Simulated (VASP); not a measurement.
```xyz
2
Lattice="0.0000 3.0718 3.0718 3.0718 0.0000 3.0718 3.0718 3.0718 0.0000" Properties=species:S:1:pos:R:3 pbc="T T T"
Pb     0.0000     0.0000     0.0000
Se     3.0718     3.0718     3.0718
```

All values below come from revPBE GGA, VASP's PBE PAW potentials (set 64) (plane waves; VASP). Settings: 520 eV cut-off, 7×7×7 Γ-centred mesh, Gaussian smearing of 0.050 eV, potentials Pb_d Se.

Question: Give the stress tensor in GPa (positive for a compressed cell).

Answer: 
```
3.05  0.00  0.00
0.00  3.05  0.00
0.00  0.00  3.05
```
The pressure is its mean diagonal, 3.05 GPa.

The compound is PbSe in the rock salt structure. This cell is one point of a volume scan, at 0.94 of the reference volume.
